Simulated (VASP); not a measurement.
These are optB88-vdW, VASP's PBE PAW potentials (set 64) (plane waves; VASP 6.6.1) values and carry that method's errors.

VASP input:

### POSCAR
```
CsSnI3
1
    6.2289000097     0.0000000000     0.0000000000
    0.0000000000     6.2289000097     0.0000000000
    0.0000000000     0.0000000000     6.2289000097
Cs Sn I
1 1 3
Direct
  0.0000000000   0.0000000000   0.0000000000
  0.5000000000   0.5000000000   0.5000000000
  0.5000000000   0.0000000000   0.5000000000
  0.0000000000   0.5000000000   0.5000000000
  0.5000000000   0.5000000000   0.0000000000
```

**INCAR**
```
# general
SYSTEM  =CsSnI3
PREC    =Accurate
ENCUT   =520
LREAL   =F
LASPH   =T
ICHARG  =11

# electronic loop
EDIFF   =1E-7
NELM    =100
ALGO    =Normal
LMAXMIX =4

# smearing
ISMEAR  =0
SIGMA   =0.05

# functional
GGA     =BO
LUSE_VDW=T
AGGAC   =0.0
PARAM1  =0.1833333333
PARAM2  =0.22

# output
LWAVE   =F
LCHARG  =F
LORBIT  =11
```

File KPOINTS:
```
k-points along high-symmetry lines
15
Line-mode
Reciprocal
  0.000000   0.000000   0.000000 ! GAMMA
  0.000000   0.500000   0.000000 ! X

  0.000000   0.500000   0.000000 ! X
  0.500000   0.500000   0.000000 ! M

  0.500000   0.500000   0.000000 ! M
  0.000000   0.000000   0.000000 ! GAMMA

  0.000000   0.000000   0.000000 ! GAMMA
  0.500000   0.500000   0.500000 ! R

  0.500000   0.500000   0.500000 ! R
  0.000000   0.500000   0.000000 ! X

  0.500000   0.500000   0.500000 ! R
  0.500000   0.500000   0.000000 ! M
```

POTCAR, in this order: Cs_sv Sn_d I (PBE.64 set). Program: vasp_std. Read from the step before: CHGCAR.

What VASP printed:

**OSZICAR**
```
       N       E                     dE             d eps       ncg     rms          rms(c)
DAV:   1     0.369077778546E+03    0.36908E+03   -0.18393E+04  4688   0.154E+03
DAV:   2     0.446064957917E+02   -0.32447E+03   -0.31754E+03  5574   0.310E+02
DAV:   3     0.445374253994E+00   -0.44161E+02   -0.43380E+02  5654   0.124E+02
DAV:   4    -0.144600616049E+01   -0.18914E+01   -0.18780E+01  5652   0.291E+01
DAV:   5    -0.150674190965E+01   -0.60736E-01   -0.60688E-01  7316   0.524E+00
DAV:   6    -0.150732051032E+01   -0.57860E-03   -0.57855E-03  5856   0.435E-01
DAV:   7    -0.150734670635E+01   -0.26196E-04   -0.26196E-04  7322   0.866E-02
DAV:   8    -0.150734696748E+01   -0.26113E-06   -0.26105E-06  5842   0.790E-03
DAV:   9    -0.150734697468E+01   -0.71996E-08   -0.71248E-08  4430   0.151E-03
   1 F= -.15073470E+01 E0= -.15073470E+01  d E =-.591404E-11
```

**OUTCAR**
```
 val. band max:        2.5092894589   @ k =   0.5000   0.5000   0.5000

 cond. band min:       2.9619584494   @ k =   0.5000   0.5000   0.5000



 k-point     1 :       0.0000    0.0000    0.0000
  band No.  band energies     occupation
      1     -19.6953      2.00000
      2     -19.5522      2.00000
      3     -19.5522      2.00000
      4     -19.5299      2.00000
      5     -19.5299      2.00000
      6     -19.5299      2.00000
      7     -10.6123      2.00000
      8      -9.9202      2.00000
      9      -9.9202      2.00000
     10      -6.4579      2.00000
     11      -6.4579      2.00000
     12      -6.4579      2.00000
     13      -3.7413      2.00000
     14      -1.9892      2.00000
     15      -1.9892      2.00000
     16      -1.9892      2.00000
     17       0.3354      2.00000
     18       0.3354      2.00000
     19       0.3354      2.00000
     20       0.4895      2.00000
     21       0.4895      2.00000
     22       0.4895      2.00000
     23       4.6863      0.00000
     24       5.6434      0.00000
     25       5.6434      0.00000
     26       6.1114      0.00000

 k-point     2 :       0.0000    0.0357    0.0000
  band No.  band energies     occupation
      1     -19.6952      2.00000
      2     -19.5522      2.00000
      3     -19.5522      2.00000
      4     -19.5298      2.00000
      5     -19.5298      2.00000
      6     -19.5298      2.00000
      7     -10.6106      2.00000
      8      -9.9222      2.00000
      9      -9.9202      2.00000
     10      -6.4578      2.00000
     11      -6.4578      2.00000
     12      -6.4577      2.00000
     13      -3.7598      2.00000
     14      -1.9879      2.00000
     15      -1.9879      2.00000
     16      -1.9597      2.00000
     17       0.3331      2.00000
     18       0.3332      2.00000
     19       0.3332      2.00000
     20       0.4872      2.00000
     21       0.4872      2.00000
     22       0.4872      2.00000
     23       4.6999      0.00000
...
```

The density is held fixed in this step, so its total energy and stress have no physical meaning. Unless said otherwise, spin-orbit coupling is left out, though it shifts the bands of the heavy elements here.

The compound is CsSnI3 in the cubic perovskite structure, the ideal cubic form; the compound distorts at low or room temperature. It was relaxed first.
